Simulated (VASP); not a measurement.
# The low-index faces of Pt, part 5 of 5

How do surface energy, work function and relaxation of Pt depend on the face?

VASP 6.6.1; PBE; plane waves and PAW (Pt).

So far. Step 7 (Vacuum level and density of states, 7 atoms, face …): The vacuum level lies 5.67 eV above the Fermi level at the upper face; both faces agree, as the slab has next to no dipole. Step 8 (Relaxing the slab, 9 atoms, face Pt(110)): The run ended after 12 ionic steps, 0.209 eV below its first step, once the forces on the free atoms met EDIFFG = -0.03.

## Step 9: Vacuum level and density of states, 9 atoms, face Pt(110)

The input, INCAR:

```
SYSTEM = Pt
PREC = Normal
ENCUT = 320
EDIFF = 1E-06
NELM = 120
ISMEAR = 1
SIGMA = 0.15
LREAL = .FALSE.
ALGO = Fast
GGA = PE
NBANDS = 55
LASPH = .TRUE.
LORBIT = 11
LWAVE = .FALSE.
LCHARG = .TRUE.
KPAR = 4
IDIPOL = 3
LDIPOL = .TRUE.
DIPOL = 0.5 0.5 0.5
LVHAR = .TRUE.
LVACPOTAV = .TRUE.
NEDOS = 1500
```

The input, POSCAR:

```
Pt
1.0
    3.9675267976      0.0000000000      0.0000000000
    0.0000000000      2.8054651031      0.0000000000
    0.0000000000      0.0000000000     26.2218604125
Pt
9
Direct
    0.0000000000      0.0000000000      0.2916589921
    0.5000000000      0.5000000000      0.3355585451
    0.0000000000      0.0000000000      0.3945859345
    0.5000000000      0.5000000000      0.4462650947
    0.0000000000      0.0000000000      0.5000000000
    0.5000000000      0.5000000000      0.5537349053
    0.0000000000      0.0000000000      0.6054140655
    0.5000000000      0.5000000000      0.6644414549
    0.0000000000      0.0000000000      0.7083410079
```

The input, KPOINTS:

```
Automatic mesh
0
Gamma
8 11 1
0 0 0
```

PAW data sets: Pt (PBE family, release 64).

Run with:

```console
mpirun -np 4 vasp_std
```

The log of the run:

```text
[... set-up lines as in an earlier step ...]
 entering main loop
       N       E                     dE             d eps       ncg     rms          rms(c)
DAV:   1     0.471497306636E+03    0.47150E+03   -0.32700E+04  3348   0.983E+02
DAV:   2    -0.279664415954E+02   -0.49946E+03   -0.47054E+03  3979   0.248E+02
DAV:   3    -0.548020795339E+02   -0.26836E+02   -0.24484E+02  4005   0.527E+01
DAV:   4    -0.556803174819E+02   -0.87824E+00   -0.86445E+00  4063   0.987E+00
[...]
RMM:  28    -0.522977187057E+02   -0.31670E-05   -0.79284E-08   850   0.101E-03    0.282E-03
RMM:  29    -0.522977209934E+02   -0.22877E-05   -0.97621E-08  1194   0.119E-03    0.135E-03
RMM:  30    -0.522977213310E+02   -0.33760E-06   -0.31451E-08   669   0.866E-04
 [... a notice as in an earlier step ...]

   1 F= -.52297721E+02 E0= -.52295227E+02  d E =-.748373E-02
```

Wall time 82 s (4 MPI ranks of AMD EPYC 7R43, shared host); peak memory 0.95 GiB; 5.4 min of CPU time.

Parts of OUTCAR (step 9):

```text
  Total       -1.0046713     -5.0180246     -0.9487492      0.0000000      0.0000000      0.0000000
  in kB       -5.5150107    -27.5457833     -5.2080333      0.0000000      0.0000000      0.0000000
  external PRESSURE =     -12.7562758 kB  Pullay stress =       0.0000000 kB

 POSITION                                       TOTAL-FORCE (eV/Angst)
 -----------------------------------------------------------------------------------
      0.00000      0.00000      7.64784         0.000000      0.000000     -0.010456
      1.98376      1.40273      8.79897         0.000000      0.000000      0.024995
      0.00000      0.00000     10.34678         0.000000      0.000000     -0.012093
      1.98376      1.40273     11.70190         0.000000      0.000000      0.009248
      0.00000      0.00000     13.11093         0.000000      0.000000      0.000000
      1.98376      1.40273     14.51996         0.000000     -0.000000     -0.009248
      0.00000      0.00000     15.87508         0.000000      0.000000      0.012093
      1.98376      1.40273     17.42289         0.000000      0.000000     -0.024995
      0.00000      0.00000     18.57402         0.000000      0.000000      0.010456
 -----------------------------------------------------------------------------------
    total drift:                                0.000000      0.000000     -0.000000

  FREE ENERGIE OF THE ION-ELECTRON SYSTEM (eV)
  ---------------------------------------------------
  free  energy   TOTEN  =       -52.2977213310 eV

  energy  without entropy=      -52.2902375975  energy(sigma->0) =      -52.29522675

[... 2 parts as in an earlier step ...]

[... 1 further part left out ...]
[key lines of the parts left out:]
E-fermi :   2.3083
```

The planar average of the electrostatic potential oscillates, so the rows of the table below give means over windows of 1.42 Å about each position, cut where the curve ends. Its maxima inside the range that stand out by 2 % of the span (Å: eV): 9.6: -6.68, 11.0: -10.1, 12.5: -9.12, 13.8: -9.12, 15.2: -10.1, 16.6: -6.68. Its minima: 8.3: -13.5, 10.4: -12.0, 11.7: -12.2, 13.1: -12.1, 14.5: -12.2, 15.8: -12.0, 17.9: -13.5.

Zero at the Fermi level. Planar average of the electrostatic potential against height; means over each step:

height (Å), planar average of the electrostatic potential (eV) and a bar from the least value:
```
     0.71        5.3 ##############################
     2.13        5.3 ##############################
     3.55        5.3 ##############################
     4.97        5.3 ##############################
     6.39        2.8 ##########################
     7.81      -11.6 ##
     9.23       -9.7 #####
    10.65      -10.8 ###
    12.07      -10.6 ###
    13.49      -10.5 ###
    14.91      -11.0 ###
    16.33       -9.3 ######
    17.75      -12.6 
    19.17       -4.0 ##############
    20.59        5.1 ##############################
    22.01        5.3 ##############################
    23.43        5.3 ##############################
    24.85        5.3 ##############################
```

The map of layer states is cut here 0.5 eV above the Fermi level, so it leaves out the states above that.

The vacuum level lies 5.34 eV above the Fermi level at the upper face; both faces agree, as the slab has next to no dipole.

The program found no field-free point at its default tolerance, but its printed level agrees with the flat part of the planar average.

On this mesh the fine structure of the density of states is sampling noise, and high empty states may be cut by the number of bands.

## Step 10: The faces side by side

This step: surfaces of a metal, PBE; plane waves and PAW (VASP 6.6.1).

This step runs nothing: it gathers the runs above.

Symmetric slabs, all atoms free. All faces:

| face | layers | area a surface atom (Å²) | work function (eV) | surface energy as cut (J/m²) | surface energy relaxed (J/m²) | change of the top spacing (%) |
| --- | --- | --- | --- | --- | --- | --- |
| Pt(111) | 7 | 6.816 | 5.641 | 1.474 | 1.469 | 0.99 |
| Pt(100) | 7 | 7.871 | 5.668 | 1.907 | 1.886 | -2.73 |
| Pt(110) | 9 | 11.13 | 5.34 | 2.028 | 1.877 | -17.94 |

Each surface energy is the slab's energy less its number of atoms times the bulk energy of -6.1004 eV, over twice the cell's area.

## Step 11: What came out

```
Pt(111) : 1.47 J/m², 5.64 eV
Pt(100) : 1.89 J/m², 5.67 eV
Pt(110) : 1.88 J/m², 5.34 eV
```

In words: The cheapest face is Pt(111) at 1.47 J/m², against 1.88 for Pt(110) and 1.89 for Pt(100). The work functions are 5.67 eV for Pt(100), 5.64 eV for Pt(111) and 5.34 eV for Pt(110). The work functions lie within the mesh's noise of each other at the top. The densest face is also the cheapest, since it cuts the fewest bonds an area. The top spacing changes by +1.0 % on Pt(111), -2.7 % on Pt(100) and -17.9 % on Pt(110), the most on the most open face. One thickness was run for each face, and bulk and slab meshes don't match, which leaves some hundredths of a J/m². The cells are 1 × 1 and can't reconstruct. Spin-orbit coupling is left out, which matters for a heavy metal.

[Lines on the potential files, build, host, timing and source positions are cut from VASP's logs without a mark.]

[Logs are printed without paths, hosts, clocks, repeated set-up lines and the standing remarks that a program may print on its own settings, such as how far it seeks lower states.]

[Hosts, paths, dates, database ids (printed as entryN), source tags and the programs' standing remarks are cut or masked in the printed files.]

[Runs that stopped without an error message from VASP are left out.]
